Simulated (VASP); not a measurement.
Crystal: BN.

```
CELL_PARAMETERS angstrom
0.00000 1.81229 1.81229
1.81229 0.00000 1.81229
1.81229 1.81229 0.00000
ATOMIC_POSITIONS crystal
B 0.00000 0.00000 0.00000
N 0.25000 0.25000 0.25000
```

The cell is a database's computed one.

Base run:

- Program: VASP 6.6.1
- Functional: r2SCAN
- Potentials or basis: VASP PAW PBE potentials, release 64 (B, N)
- Cutoff: 450 eV
- k mesh: 16 × 16 × 16
- Occupations: gaussian, width 0.02 eV
- Spin: no spin polarisation

Its results: band gap on the k mesh 4.96 eV, indirect (least direct gap 9.48 eV).

The run is repeated on the same cell with these changes: functional from r2SCAN to PBE; cutoff from 450 eV to 600 eV. What comes out?

Band gap on the k mesh 4.45 eV, indirect (least direct gap 8.78 eV).

r2SCAN gives the wider gap, since meta-GGAs in the generalised Kohn-Sham scheme recover part of the derivative discontinuity.
